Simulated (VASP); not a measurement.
Output of a VASP run:

### OSZICAR
```
       N       E                     dE             d eps       ncg     rms          rms(c)
DAV:   1     0.500405629568E+03    0.50041E+03   -0.24050E+04   960   0.208E+03
DAV:   2     0.312006526677E+01   -0.49729E+03   -0.48862E+03  1152   0.531E+02
DAV:   3    -0.477110592935E+02   -0.50831E+02   -0.50271E+02  1304   0.159E+02
DAV:   4    -0.506577439699E+02   -0.29467E+01   -0.29448E+01  1456   0.338E+01
DAV:   5    -0.507498279371E+02   -0.92084E-01   -0.92079E-01  1264   0.485E+00    0.243E+01
DAV:   6    -0.399422994014E+02    0.10808E+02   -0.72306E+01  1440   0.790E+01    0.102E+01
DAV:   7    -0.400005315701E+02   -0.58232E-01   -0.10502E+01  1240   0.240E+01    0.668E+00
DAV:   8    -0.398764267374E+02    0.12410E+00   -0.11662E+00  1248   0.108E+01    0.249E+00
DAV:   9    -0.398906007030E+02   -0.14174E-01   -0.20700E-01  1184   0.340E+00    0.952E-01
DAV:  10    -0.398875440685E+02    0.30566E-02   -0.85168E-02  1312   0.238E+00    0.643E-01
DAV:  11    -0.398833217923E+02    0.42223E-02   -0.37162E-02  1344   0.150E+00    0.159E-01
DAV:  12    -0.398829454530E+02    0.37634E-03   -0.46723E-03  1160   0.660E-01    0.777E-02
DAV:  13    -0.398829347047E+02    0.10748E-04   -0.15929E-04  1272   0.114E-01    0.346E-02
DAV:  14    -0.398829251499E+02    0.95548E-05   -0.40364E-05  1256   0.364E-02    0.204E-02
DAV:  15    -0.398829220281E+02    0.31218E-05   -0.53103E-06   992   0.222E-02    0.112E-02
DAV:  16    -0.398829203399E+02    0.16882E-05   -0.89071E-06  1208   0.215E-02    0.227E-03
DAV:  17    -0.398829203751E+02   -0.35241E-07   -0.31748E-07   496   0.504E-03
   1 F= -.36010120E+02 E0= -.36010120E+02  d E =-.360101E+02
```

### OUTCAR
```
------------------------ aborting loop because EDIFF is reached ----------------------------------------
  FORCE on cell =-STRESS in cart. coord.  units (eV):
  Direction    XX          YY          ZZ          XY          YZ          ZX
  --------------------------------------------------------------------------------------
  Total        3.8753244      3.8753244      3.8753244      0.0000000     -0.0000000      0.0000000
  in kB      100.0651807    100.0651807    100.0651807      0.0000000     -0.0000000      0.0000000
  external PRESSURE =       0.0651807 kB  Pullay stress =     100.0000000 kB
  volume of cell :       62.05
      direct lattice vectors                 reciprocal lattice vectors
     3.958936662  0.000000000  0.000000000     0.252593079  0.000000000  0.000000000
     0.000000000  3.958936662  0.000000000     0.000000000  0.252593079  0.000000000
     0.000000000  0.000000000  3.958936662     0.000000000  0.000000000  0.252593079
 POSITION                                       TOTAL-FORCE (eV/Angst)
 -----------------------------------------------------------------------------------
      0.00000      0.00000      0.00000         0.000000      0.000000      0.000000
      1.97947      1.97947      1.97947         0.000000      0.000000      0.000000
      1.97947      0.00000      1.97947         0.000000      0.000000      0.000000
      0.00000      1.97947      1.97947         0.000000      0.000000      0.000000
      1.97947      1.97947      0.00000         0.000000      0.000000      0.000000
 -----------------------------------------------------------------------------------
    total drift:                                0.000000     -0.000000     -0.000000
  FREE ENERGIE OF THE ION-ELECTRON SYSTEM (eV)
  ---------------------------------------------------
  free  energy   TOTEN  =       -39.8829203751 eV

  energy  without entropy=      -39.8829203751  energy(sigma->0) =      -39.88292038
  enthalpy is  TOTEN    =       -36.0101202957 eV   P V=        3.8728000794

 reached required accuracy - stopping structural energy minimisation
```
(Selected blocks of OUTCAR.)

### POSCAR
```
BaTiO3
1
    3.9589366620     0.0000000000     0.0000000000
    0.0000000000     3.9589366620    -0.0000000000
    0.0000000000     0.0000000000     3.9589366620
Ba Ti O
1 1 3
Direct
  0.0000000000   0.0000000000   0.0000000000
  0.5000000000   0.5000000000   0.5000000000
  0.5000000000   0.0000000000   0.5000000000
  0.0000000000   0.5000000000   0.5000000000
  0.5000000000   0.5000000000   0.0000000000
```

### Question
Write an INCAR and KPOINTS that could have produced this output.

### Answer
This is not unique; one that fits is the input of the run itself, PBE GGA, plane waves, VASP's PBE PAW potentials (set 64).

### INCAR
```
ENCUT  =  620   ! plane-wave cut-off (eV)
NELM  =  100   ! most electronic steps
PSTRESS  =  100
LCHARG  =  .FALSE.
LASPH  =  .TRUE.
NSW  =  40
SYSTEM  =  BaTiO3
IBRION  =  2
PREC  =  Accurate
EDIFFG  =  -0.02   ! ionic stop
LREAL  =  .FALSE.   ! projection in real space or not
SIGMA  =  0.05   ! width (eV)
ISIF  =  3   ! ions, shape and volume
LWAVE  =  .FALSE.
EDIFF  =  1E-6   ! SCF stop (eV)
ISMEAR  =  0
LMAXMIX  =  4
GGA  =  PE   ! PBE
ALGO  =  Normal   ! blocked Davidson
```

KPOINTS:
```
Automatic mesh
0
Gamma
6 6 6
0 0 0
```

POTCAR, in this order: Ba_sv Ti_sv O (PBE.64 set). Program: vasp_std.

The compound is BaTiO3 in the cubic perovskite structure, the ideal cubic form; the compound distorts at low or room temperature. It was relaxed first under an external pressure of 10 GPa.
